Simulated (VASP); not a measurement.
Consider the following.

```xyz
2
Lattice="2.8333 0.0000 0.0000 0.0000 2.8333 0.0000 0.0000 0.0000 4.0658" Properties=species:S:1:pos:R:3 pbc="T T T"
Ti     0.0000     0.0000     0.0000
Al     1.4166     1.4166     2.0329
```

Calculation: PBE GGA with D4 dispersion, VASP's PBE PAW potentials (set 64) (plane waves; VASP). Run with 520 eV cut-off, 13×13×9 Γ-centred mesh, first-order Methfessel-Paxton smearing of 0.10 eV, potentials Ti_sv Al.

**Question.** Give the stress tensor in GPa (positive for a compressed cell).

**Answer.** 
```
-3.40   0.00   0.00
 0.00  -3.40   0.00
 0.00   0.00  -3.37
```
The pressure is its mean diagonal, -3.39 GPa.

The compound is TiAl in the L1_0 structure. This cell is one point of a volume scan, at 1.03 of the reference volume. The electron count is odd and the run is not spin-polarised, which forces a metal.
